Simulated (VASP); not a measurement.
Input for VASP

POSCAR:
```
TiCo
1.0
  2.9658424470   0.0000000000   0.0000000000
  0.0000000000   2.9658424470   0.0000000000
  0.0000000000   0.0000000000   2.9658424470
Ti Co
1 1
direct
  0.0000000000   0.0000000000   0.0000000000
  0.5000000000   0.5000000000   0.5000000000
```

KPOINTS:
```
Regular mesh
0
G
12 12 12
0 0 0
```

**INCAR**
```
! general
SYSTEM =TiCo
PREC   =Accurate
ENCUT  =480
LREAL  =.False.
LASPH  =.True.

! electronic loop
EDIFF  =1E-7
NELM   =100
ALGO   =Normal
LMAXMIX=4

! smearing
ISMEAR =1
SIGMA  =0.1

! functional
GGA    =PE

! ions
ISIF   =2

! output
LWAVE  =.False.
LCHARG =.False.
```

POTCAR, in this order: Ti_sv Co (PBE.64 set). Program: vasp_std.

**Question.** Write an equivalent input for Ansatz.

**Answer.** One equivalent input (not run):
Ansatz 0.2 input:
```yaml
crystal:
  lattice:
    - [2.9658424, 0.0000000, 0.0000000]
    - [0.0000000, 2.9658424, 0.0000000]
    - [0.0000000, 0.0000000, 2.9658424]
  atoms:
    - { symbol: Ti, position: [0.0000000, 0.0000000, 0.0000000] }
    - { symbol: Co, position: [0.5000000, 0.5000000, 0.5000000] }
kpoints:
  mp_grid: { grid: [12, 12, 12] }
hamiltonian:
  xc: pbe
  pseudopotentials: { kind: paw }
scf:
  occupations: { method: methfessel_paxton, width: 0.1 }
  max_iter: 100
output: { forces: true, stress: true, eigenvalues: true }
```
What does not carry over: each code has its own PAW files, so the cut-off isn't converted (ENCUT is set for VASP's; basis.ecutwfc is left out, and Ansatz then takes the one that its files recommend); Ansatz stops its SCF on the density residual and VASP on the energy change (EDIFF).

The compound is TiCo in the CsCl type structure. It was relaxed first.
